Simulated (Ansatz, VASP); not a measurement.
**Be2Si in VASP and in Ansatz**

```
CELL_PARAMETERS angstrom
0.00000 2.64000 2.64000
2.64000 0.00000 2.64000
2.64000 2.64000 0.00000
ATOMIC_POSITIONS crystal
Si 0.99412 0.00671 0.99465
Be 0.25140 0.24421 0.25114
Be 0.75149 0.74885 0.74807
```

Change from the starting cell: atoms moved at random, drawn with an rms of 0.02 Å.

Alike in both runs: task electrostatic potential; functional PBEsol; dispersion D4; k mesh 9 × 9 × 9; occupations gaussian, width 0.05 eV; no spin polarisation.

|  | VASP | Ansatz |
| --- | --- | --- |
| version | VASP 6.6.1 | Ansatz 0.2.0 |
| potentials or method | VASP PAW PBE potentials, release 64 (Si, Be_sv) | Ansatz PAW |
| plane-wave cutoff (eV) | 520 | 420 |
| valence electrons in the cell | 12 | 8 |

```csv
,VASP,Ansatz,Ansatz less VASP
gap on the k mesh at the Fermi level (eV),none,none,-
rms of the force components (eV/Å),0.062,0.061,-0.0011
dispersion energy (meV/atom),-107.9,-107.9,-0.09
```

Atom by atom the forces differ by 0.001 eV/Å (rms over components). A gap of «none» marks a metal or a gap that the smearing closes. The two sets of potentials don't hold the same shells in valence.

Caveats: the PAW data sets were made with another functional, which shifts forces and pressure a little (VASP); the PAW data sets come from PBE, with cores solved anew for the run's functional, which leaves a small shift of forces and pressure (Ansatz).
